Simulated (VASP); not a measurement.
Crystal: CaCoAu3.

```
CELL_PARAMETERS angstrom
4.85104 0.00000 0.00000
0.00000 4.85104 0.00000
0.00000 0.00000 4.85104
ATOMIC_POSITIONS crystal
Ca 0.00000 0.00000 0.00000
Co 0.50000 0.50000 0.50000
Au 0.00000 0.50000 0.50000
Au 0.50000 0.00000 0.50000
Au 0.50000 0.50000 0.00000
```

The cell was built by a generator and needn't be a form met in nature.

- Program: VASP 6.6.1
- Task: relaxation of cell and atoms
- Functional: PBE
- Dispersion: D4
- Potentials or basis: VASP PAW PBE potentials, release 64 (Ca_sv, Co, Au)
- Cutoff: 600 eV
- k mesh: 5 × 5 × 5
- Occupations: fermi-dirac, width 0.05 eV
- Spin: collinear spin, ferromagnetic start
- Starting moments: [0.0, 2.0, 0.0, 0.0, 0.0] μB

At the start: pressure -2.3 GPa; volume 22.83 Å³/atom.

**Question.** How do energy, volume and symmetry change on relaxing?

**Answer.** Over 3 steps the energy falls by 7.0 meV/atom and the volume is 21.96 Å³/atom (-3.8 %); space group Pm-3m (No. 221, to 0.05 Å); moment 1.51 μB per cell.

The path:
```tsv
step	energy change (eV)	largest force (eV/Å)	pressure (GPa)	volume (Å³)
1	0.0000	0.0000	-2.29	114.16
2	-0.0326	0.0000	0.72	108.85
3	-0.0348	0.0000	0.04	109.80
```

Final structure:
```xyz
5
Lattice="4.7885 0.0000 0.0000 0.0000 4.7885 0.0000 0.0000 0.0000 4.7885" Properties=species:S:1:pos:R:3 pbc="T T T"
Ca    0.0000    0.0000    0.0000
Co    2.3942    2.3942    2.3942
Au    0.0000    2.3942    2.3942
Au    2.3942    0.0000    2.3942
Au    2.3942    2.3942    0.0000
```

Caveat: pairwise dispersion overbinds metals, which lowers pressure and volume.
